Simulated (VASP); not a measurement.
```
BN
1.0
    1.25105    -2.16688     0.00000
    1.25105     2.16688     0.00000
    0.00000     0.00000     6.71680
B N
2 2
Direct
  0.33333   0.66667   0.25000
  0.66667   0.33333   0.75000
  0.66667   0.33333   0.25000
  0.33333   0.66667   0.75000
```

Method: r2SCAN meta-GGA, VASP's PBE PAW potentials (set 64) (plane waves; VASP 6.6.1). Settings: 600 eV cut-off, 10×10×4 Γ-centred mesh, Gaussian smearing of 0.050 eV, potentials B N.

Each row applies one change to this cell, which was relaxed at other settings and keeps the small stress of the first row; at a fixed cut-off the stress holds a Pulay part, so it need not integrate to ΔE exactly. Stress is in GPa, positive when the cell is compressed.

| change | ΔE (meV/atom) | σxx | σyy | σzz | largest shear component, with its sign (GPa) |
|---|---|---|---|---|---|
| none | 0.0 | 0.20 | 0.20 | 0.46 | 0.00 |
| biaxial strain of -2.0 % in the yz plane | 12.6 | 3.80 | 20.53 | 1.14 | 0.00 |
| uniaxial strain of +2.0 % along x | 9.7 | -17.28 | -2.86 | 0.44 | 0.00 |
| biaxial strain of +4.0 % in the yz plane | ___ | ___ | ___ | ___ | ___ |
| isotropic strain of +2.0 % | 22.4 | -19.36 | -19.36 | -0.06 | 0.00 |
| biaxial strain of -4.0 % in the yz plane with the ions relaxed | ___ | ___ | ___ | ___ | ___ |

### Question
What belongs in the gaps?

### Answer

- biaxial strain of +4.0 % in the yz plane, ΔE (meV/atom): 37.8
- biaxial strain of +4.0 % in the yz plane, σxx: -5.35
- biaxial strain of +4.0 % in the yz plane, σyy: -31.46
- biaxial strain of +4.0 % in the yz plane, σzz: -0.41
- biaxial strain of +4.0 % in the yz plane, largest shear component, with its sign (GPa): 0.00
- biaxial strain of -4.0 % in the yz plane with the ions relaxed, ΔE (meV/atom): 47.4
- biaxial strain of -4.0 % in the yz plane with the ions relaxed, σxx: 10.18
- biaxial strain of -4.0 % in the yz plane with the ions relaxed, σyy: 41.30
- biaxial strain of -4.0 % in the yz plane with the ions relaxed, σzz: 2.02
- biaxial strain of -4.0 % in the yz plane with the ions relaxed, largest shear component, with its sign (GPa): 0.00

Failed runs are left out, and for metals the shear rows, which the mesh's noise covers.

The compound is BN in the hex structure.
